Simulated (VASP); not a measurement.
Consider the following.

```xyz
3
Lattice="0.0000 2.7330 2.6948 2.7972 0.0000 2.6948 2.7972 2.7330 0.0000" Properties=species:S:1:pos:R:3 pbc="T T T"
Ca     0.0000     0.0000     0.0000
F      1.3986     1.3665     1.3474
F      4.2400     4.0995     4.0422
```

Method: PBE GGA, VASP's PBE PAW potentials (set 64) (plane waves; VASP 6.6.1). Run with 520 eV cut-off, 4×4×4 Monkhorst-Pack mesh, Gaussian smearing of 0.050 eV, potentials Ca_sv F.

Which forces act on the atoms, in eV/Å?

```
atom      Fx     Fy     Fz
----  ------  -----  -----
Ca1    0.096  0.000  0.000
F2     0.089  0.000  0.000
F3    -0.184  0.000  0.000
```

Give the stress tensor in GPa (positive for a compressed cell).

```
-0.75   0.00   0.00
 0.00   1.91   0.41
 0.00   0.41   3.53
```
The pressure is its mean diagonal, 1.56 GPa.

The compound is CaF2 in the fluorite structure. The cell was not relaxed at this level, atoms are displaced from their ideal sites. The k-mesh is coarse (spacing up to 0.50 per Å, 2π included), so the numbers may not be converged in it. The run is one of a series of settings (KPOINTS 4×4×4 Monkhorst-Pack mesh against the base run), some of them coarse on purpose.
